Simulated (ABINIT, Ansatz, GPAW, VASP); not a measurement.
KF (Fm-3m, 2 atoms in the cell) computed with different codes at matched settings

Self-consistent single point.

```
CELL_PARAMETERS angstrom
      0.00000     2.67500     2.67500
      2.67500     0.00000     2.67500
      2.67500     2.67500     0.00000
ATOMIC_POSITIONS crystal
  K  0.00000 0.00000 0.00000
  F  0.50000 0.50000 0.50000
```

Shared settings, as Ansatz (a quantum-chemistry and plane-wave program) writes them: kpoints.mp_grid.grid = 9 9 9; scf.occupations.method = fermi_dirac; scf.occupations.width = 0.01 eV. Potentials and cutoffs stand in the table.

```tsv
code	model	gap on the mesh (eV)	cutoff
VASP	LDA (PZ), VASP's LDA PAW potentials (set 64)	5.803	400 eV
ABINIT	LDA (PW92), PAW (JTH v2.0 LDA PAW)	5.776	24 Ha
GPAW	LDA (Perdew-Wang 92), GPAW PAW datasets LDA (gpaw-data 1.0.1)	5.785	900 eV
Ansatz	LDA (PW92), default PAW files made with PBE	5.790	default
```

Gaps are read on the mesh.

The spread over the programs that give each value: gap on the mesh within 0.027 eV.

The same LDA comes in different parametrisations, which differ slightly.

The starting cell has typed, rounded lattice constants, without a prior relaxation at this level.

Left out of this page: Quantum ESPRESSO, CP2K, Elk, FLEUR and SIESTA (not drawn, or without a comparable value).

Keys are those of Ansatz 0.2.
